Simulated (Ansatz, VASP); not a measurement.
# Cross-check of Mg2Ir between VASP and Ansatz, part 2 of 2

Aim: how closely do two programs agree when they are given the same cell, functional and k mesh? The cell is generated by rule, not measured, and may not be a known phase. The cell is taken from a series of runs on this material, whose earlier steps may have relaxed, scaled, displaced or heated it; both programs get it as it stands.

VASP 6.6.1 and Ansatz 0.2.0.

So far: Set-up; Ansatz: zone-centre phonons, PBE.

### 3. VASP: zone-centre phonons, PBE

Level of this step: PBE; plane waves and PAW (Mg, Ir); invented cell (VASP).

The same cell, functional, mesh and smearing now go to VASP, with its own data sets.

Lines of VASP's logs that name or quote its potential files are left out, and so is its time.

INCAR

```
SYSTEM = Mg2Ir
PREC = Accurate
ENCUT = 600
EDIFF = 1E-08
NELM = 120
ISMEAR = 1
SIGMA = 0.15
LREAL = .FALSE.
ALGO = Normal
GGA = PE
NBANDS = 12
LASPH = .TRUE.
LORBIT = 11
LWAVE = .FALSE.
LCHARG = .FALSE.
ISIF = 2
IBRION = 8
GGA_COMPAT = .FALSE.
KPAR = 2
```

POSCAR

```
Mg2Ir
1.0
    0.0000000000      3.0768199389      3.0768199389
    3.0768199389      0.0000000000      3.0768199389
    3.0768199389      3.0768199389      0.0000000000
Mg Ir
2 1
Direct
    0.7500000000      0.7500000000      0.7500000000
    0.2500000000      0.2500000000      0.2500000000
    0.0000000000      0.0000000000      0.0000000000
```

KPOINTS

```
Automatic mesh
0
Gamma
12 12 12
0 0 0
```

PAW data sets: Mg and Ir (PBE family, release 64).

On the command line:

```console
$ mpirun -np 2 vasp_std
```

Numbers of over 12 decimals in the logs are rounded to 6 here.

Log:

```text
[banner, memory and clock lines left out]
running    2 mpi-ranks, on    1 nodes
 distrk:  each k-point on    1 cores,    2 groups
 distr:  one band on    1 cores,    1 groups

 POSCAR found type information on POSCAR MgIr
 POSCAR found :  2 types and       3 ions
 LDA part: xc-table for (Slater+PW92), standard interpolation
 POSCAR, INCAR and KPOINTS ok, starting setup
 FFT: planning ... GRIDC
 FFT: planning ... GRID_SOFT
 FFT: planning ... GRID
 WAVECAR not read
 entering main loop
       N       E                     dE             d eps       ncg     rms          rms(c)
DAV:   1     0.637644732329E+02    0.63764E+02   -0.53027E+03  1728   0.972E+02
DAV:   2    -0.810300602009E+01   -0.71867E+02   -0.60887E+02  1748   0.193E+02
DAV:   3    -0.122043001659E+02   -0.41013E+01   -0.39124E+01  2228   0.478E+01
DAV:   4    -0.122577319304E+02   -0.53432E-01   -0.53365E-01  2088   0.583E+00
DAV:   5    -0.122585891850E+02   -0.85725E-03   -0.85720E-03  2144   0.779E-01    0.397E+00
DAV:   6    -0.121835423222E+02    0.75047E-01   -0.31366E-02  2068   0.124E+00    0.234E+00
DAV:   7    -0.121448028446E+02    0.38739E-01   -0.61937E-02  2044   0.360E+00    0.628E-01
DAV:   8    -0.121427661957E+02    0.20366E-02   -0.84220E-03  2320   0.792E-01    0.336E-01
DAV:   9    -0.121429621759E+02   -0.19598E-03   -0.67927E-04  1896   0.169E-01    0.393E-02
DAV:  10    -0.121429549266E+02    0.72493E-05   -0.86370E-05  2288   0.105E-01    0.910E-03
DAV:  11    -0.121429554832E+02   -0.55664E-06   -0.55912E-06  1900   0.220E-02    0.383E-03
DAV:  12    -0.121429556010E+02   -0.11778E-06   -0.20026E-07  2252   0.542E-03    0.945E-04
DAV:  13    -0.121429556437E+02   -0.42705E-07   -0.19342E-08  1896   0.125E-03    0.298E-04
DAV:  14    -0.121429556394E+02    0.42874E-08   -0.28898E-09  1232   0.644E-04
   1 F= -.12142956E+02 E0= -.12142769E+02  d E =-.559460E-03
 Linear response reoptimize wavefunctions to high precision
DAV:   1    -0.121429556356E+02    0.38152E-08   -0.47686E-10  1376   0.178E-04
DAV:   2    -0.121429556356E+02   -0.14666E-10   -0.51332E-11  1164   0.795E-05
 Linear response DOF=           2
 Linear response progress:
  Degree of freedom:   1/  2
       N       E                     dE             d eps       ncg     rms          rms(c)
RMM:   1    -0.281591597052E-02   -0.28159E-02   -0.22941E-03 13598   0.438E-01
RMM:   2    -0.252157051670E-02    0.29435E-03   -0.13597E-04  9361   0.145E-01    0.451E-02
RMM:   3    -0.251171136651E-02    0.98592E-05   -0.78185E-05 10892   0.544E-02    0.220E-02
RMM:   4    -0.252975989328E-02   -0.18049E-04   -0.10417E-05 11037   0.223E-02    0.828E-03
RMM:   5    -0.253928553682E-02   -0.95256E-05   -0.68079E-07 10893   0.870E-03    0.108E-03
RMM:   6    -0.253823092423E-02    0.10546E-05   -0.12818E-08 11375   0.158E-03    0.370E-04
RMM:   7    -0.253775365775E-02    0.47727E-06   -0.36512E-09 11216   0.645E-04    0.985E-05
RMM:   8    -0.253772527906E-02    0.28379E-07   -0.45704E-09 11515   0.137E-04    0.368E-05
RMM:   9    -0.253772683388E-02   -0.15548E-08    0.76610E-10 11053   0.526E-05    0.108E-05
 first order change of Fermi-energy   0.25871E-04
 force on displaced ion       1 direction 1 :  -5.781   0.000   0.000
 Linear response progress:
  Degree of freedom:   2/  2
       N       E                     dE             d eps       ncg     rms          rms(c)
RMM:   1    -0.202965040771E+00   -0.20297E+00   -0.14997E-01  6762   0.277E+00
RMM:   2    -0.204084621636E+00   -0.11196E-02   -0.17208E-03  5930   0.352E-01    0.964E-02
RMM:   3    -0.204650599285E+00   -0.56598E-03   -0.20098E-04  6160   0.865E-02    0.526E-02
RMM:   4    -0.205229144431E+00   -0.57855E-03   -0.47061E-05  6413   0.473E-02    0.133E-02
RMM:   5    -0.205358646199E+00   -0.12950E-03   -0.12524E-05  6581   0.221E-02    0.391E-03
RMM:   6    -0.205283063717E+00    0.75582E-04   -0.27966E-07  6163   0.466E-03    0.403E-04
RMM:   7    -0.205284036389E+00   -0.97267E-06   -0.15290E-08  6159   0.919E-04    0.202E-04
RMM:   8    -0.205286109938E+00   -0.20735E-05   -0.10422E-08  6596   0.452E-04    0.692E-05
RMM:   9    -0.205285203811E+00    0.90613E-06   -0.90170E-09  6667   0.227E-04    0.285E-05
RMM:  10    -0.205285352696E+00   -0.14888E-06   -0.89534E-09  6137   0.101E-04    0.596E-06
RMM:  11    -0.205285354314E+00   -0.16182E-08   -0.89673E-09  6756   0.693E-05    0.142E-06
 first order change of Fermi-energy   0.63858E-03
 force on displaced ion       3 direction 1 :  -7.242   0.000   0.000
 Linear response finished
```

Parts of OUTCAR (step 3):

```text
ion  position               nearest neighbor table
   1  0.750  0.750  0.750-   3 2.66   3 2.66   3 2.66   3 2.66   2 3.08   2 3.08   2 3.08   2 3.08
                             2 3.08   2 3.08
   2  0.250  0.250  0.250-   3 2.66   3 2.66   3 2.66   3 2.66   1 3.08   1 3.08   1 3.08   1 3.08
                             1 3.08   1 3.08
   3  0.000  0.000  0.000-   1 2.66   1 2.66   1 2.66   1 2.66   2 2.66   2 2.66   2 2.66   2 2.66

  LATTYP: Found a face centered cubic cell.
 ALAT       =     6.1536398778

 Subroutine GETGRP returns: Found 48 space group operations
 (whereof 48 operations were pure point group operations)

The static configuration has the point symmetry O_h .

 Found     72 irreducible k-points:

   k-points           NKPTS =     72   k-points in BZ     NKDIM =     72   number of bands    NBANDS=     12

   dimension x,y,z NGX =    36 NGY =   36 NGZ =   36
   dimension x,y,z NGXF=    72 NGYF=   72 NGZF=   72

   ENCUT  =  600.0 eV  44.10 Ry    6.64 a.u.   8.69  8.69  8.69*2*pi/ulx,y,z

   NELECT =      13.0000    total number of electrons

 k-points in reciprocal lattice and weights: Automatic mesh
   0.00000000  0.00000000  0.00000000       0.001
   0.08333333  0.00000000  0.00000000       0.005
   0.16666667  0.00000000  0.00000000       0.005
   0.25000000  0.00000000  0.00000000       0.005
   0.33333333  0.00000000  0.00000000       0.005
   0.41666667  0.00000000  0.00000000       0.005
   0.50000000  0.00000000  0.00000000       0.002
   0.08333333  0.08333333  0.00000000       0.003
   0.16666667  0.08333333  0.00000000       0.014
[...]
-0.33333333  0.50000000  0.16666667       0.007
  -0.25000000  0.50000000  0.25000000       0.003

 average (electrostatic) potential at core
       1 -37.2066       2 -37.2066       3 -53.4501

  Total        0.8640200      0.8640200      0.8640200     -0.0000000     -0.0000000      0.0000000
  in kB       23.7628289     23.7628289     23.7628289     -0.0000000     -0.0000000      0.0000000
  external PRESSURE =      23.7628289 kB  Pullay stress =       0.0000000 kB

  energy-cutoff  :      600.00
  volume of cell :       58.26
      direct lattice vectors                 reciprocal lattice vectors
     0.000000000  3.076819939  3.076819939    -0.162505447  0.162505447  0.162505447
     3.076819939  0.000000000  3.076819939     0.162505447 -0.162505447  0.162505447
     3.076819939  3.076819939  0.000000000     0.162505447  0.162505447 -0.162505447

 POSITION                                       TOTAL-FORCE (eV/Angst)
 -----------------------------------------------------------------------------------
      4.61523      4.61523      4.61523        -0.000000      0.000000     -0.000000
      1.53841      1.53841      1.53841         0.000000     -0.000000      0.000000
      0.00000      0.00000      0.00000         0.000000     -0.000000      0.000000
 -----------------------------------------------------------------------------------
    total drift:                               -0.000000      0.000000      0.000000

 Eigenvectors and eigenvalues of the dynamical matrix
 ----------------------------------------------------

   1 f  =    8.934822 THz    56.139144 2PiTHz  298.033591 cm-1    36.951439 meV
             X         Y         Z           dx          dy          dz
      4.615230  4.615230  4.615230    -0.014594   -0.695098    0.128940
      1.538410  1.538410  1.538410     0.014594    0.695098   -0.128940
      0.000000  0.000000  0.000000     0.000000    0.000000    0.000000

   2 f  =    8.934822 THz    56.139144 2PiTHz  298.033591 cm-1    36.951439 meV
             X         Y         Z           dx          dy          dz
      4.615230  4.615230  4.615230     0.706951   -0.014843    0.000000
      1.538410  1.538410  1.538410    -0.706951    0.014843   -0.000000
      0.000000  0.000000  0.000000     0.000000    0.000000    0.000000

   3 f  =    8.934822 THz    56.139144 2PiTHz  298.033591 cm-1    36.951439 meV
             X         Y         Z           dx          dy          dz
      4.615230  4.615230  4.615230    -0.002707   -0.128911   -0.695251
      1.538410  1.538410  1.538410     0.002707    0.128911    0.695251
      0.000000  0.000000  0.000000    -0.000000   -0.000000    0.000000

   4 f  =    6.755565 THz    42.446466 2PiTHz  225.341389 cm-1    27.938759 meV
             X         Y         Z           dx          dy          dz
      4.615230  4.615230  4.615230    -0.631761    0.000000   -0.000000
      1.538410  1.538410  1.538410    -0.631761   -0.000000    0.000000
      0.000000  0.000000  0.000000     0.449173    0.000000    0.000000

   5 f  =    6.755565 THz    42.446466 2PiTHz  225.341389 cm-1    27.938759 meV
             X         Y         Z           dx          dy          dz
      4.615230  4.615230  4.615230     0.000000    0.000000   -0.631761
      1.538410  1.538410  1.538410    -0.000000    0.000000   -0.631761
      0.000000  0.000000  0.000000    -0.000000    0.000000    0.449173

   6 f  =    6.755565 THz    42.446466 2PiTHz  225.341389 cm-1    27.938759 meV
             X         Y         Z           dx          dy          dz
      4.615230  4.615230  4.615230    -0.000000    0.631761    0.000000
      1.538410  1.538410  1.538410    -0.000000    0.631761    0.000000
      0.000000  0.000000  0.000000    -0.000000   -0.449173    0.000000

   7 f/i=    0.000734 THz     0.004614 2PiTHz    0.024493 cm-1     0.003037 meV
             X         Y         Z           dx          dy          dz
      4.615230  4.615230  4.615230    -0.317612    0.000483    0.000656
      1.538410  1.538410  1.538410    -0.317612    0.000483    0.000656
      0.000000  0.000000  0.000000    -0.893442    0.001359    0.001845

   8 f/i=    0.000734 THz     0.004614 2PiTHz    0.024493 cm-1     0.003037 meV
             X         Y         Z           dx          dy          dz
      4.615230  4.615230  4.615230     0.000368   -0.143271    0.283463
      1.538410  1.538410  1.538410     0.000368   -0.143271    0.283463
      0.000000  0.000000  0.000000     0.001034   -0.403022    0.797381

   9 f/i=    0.000734 THz     0.004614 2PiTHz    0.024493 cm-1     0.003037 meV
             X         Y         Z           dx          dy          dz
      4.615230  4.615230  4.615230     0.000727    0.283463    0.143270
      1.538410  1.538410  1.538410     0.000727    0.283463    0.143270
      0.000000  0.000000  0.000000     0.002045    0.797380    0.403019

 ELASTIC MODULI CONTR FROM IONIC RELAXATION (kBar)
 Direction    XX          YY          ZZ          XY          YZ          ZX
 --------------------------------------------------------------------------------
 XX          -0.0000      0.0000      0.0000     -0.0000      0.0000     -0.0000
 YY           0.0000     -0.0000     -0.0000     -0.0000     -0.0000      0.0000
 ZZ           0.0000     -0.0000     -0.0000      0.0000     -0.0000     -0.0000
 XY          -0.0000     -0.0000      0.0000   -225.8038     -0.0000     -0.0000
 YZ           0.0000     -0.0000     -0.0000     -0.0000   -225.8038      0.0000
 ZX          -0.0000      0.0000     -0.0000     -0.0000      0.0000   -225.8038
 --------------------------------------------------------------------------------
```

### 4. Differences

Known differences besides the potentials themselves: VASP's run holds the zone centre alone; the data sets hold 37 valence electrons in Ansatz (on its default PAW (the set named soft_2) files) and 13 in VASP; the cutoff is 420 eV in Ansatz and 600 eV in VASP. Total energies have different zeros and are not compared.

Both answers:

```
                  quantity  Ansatz   VASP  difference
optical mode 1 to 3 (cm⁻¹)   224.6  225.3     -0.32 %
optical mode 4 to 6 (cm⁻¹)   297.0  298.0     -0.35 %
```

Modes are paired by rising frequency, not by their patterns, so a pair may set unlike modes beside each other; they are those without the splitting of longitudinal modes.

### 5. Results

```
r.m.s. difference of the optical zone-centre modes, each program's sorted by frequency (zone-centre phonons, PBE) : 0.90 cm⁻¹
```

The r.m.s. difference of the optical zone-centre modes, each program's sorted by frequency is 0.90 cm⁻¹ (zone-centre phonons, PBE). The data sets hold unlike numbers of valence electrons (37 in Ansatz and 13 in VASP), so part of the differences comes from the potentials. Such differences can come from data sets, numerical settings and the points named under the comparisons, not from the functional's error against experiment.

[Lines on the potential files, build, host, timing and source positions are cut from VASP's logs without a mark.]

[Logs are printed without paths, hosts, clocks, repeated set-up lines and the standing remarks that a program may print on its own settings, such as how far it seeks lower states.]

[Hosts, paths, dates, database ids (printed as entryN), source tags and the programs' standing remarks are cut or masked in the printed files.]
